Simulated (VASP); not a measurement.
The cell holds one C (graphite) monolayer, with vacuum along c.

Consider the following.

```
C
1.0
    2.44625     0.00000     0.00000
   -1.22313     2.11852     0.00000
    0.00000     0.00000    15.63337
C
2
Direct
  0.00000   0.00000   0.50000
  0.66667   0.33333   0.50000
```

Calculation: LDA (Ceperley-Alder, Perdew-Zunger), VASP's LDA PAW potentials (set 64) (plane waves; VASP). Numerical set-up: 500 eV cut-off, 24×24×1 Γ-centred mesh, first-order Methfessel-Paxton smearing of 0.10 eV, potentials C.

```
Property                                                                     Value
----------------------------------------  ----------------------------------------
energy to cut it from the bulk, per area                                9.2 meV/Å²
work function                                                              4.48 eV
band gap (on the k-mesh)                  none (metal, semimetal or under 0.01 eV)
```

The cell is a sheet with vacuum, built from C (graphite).
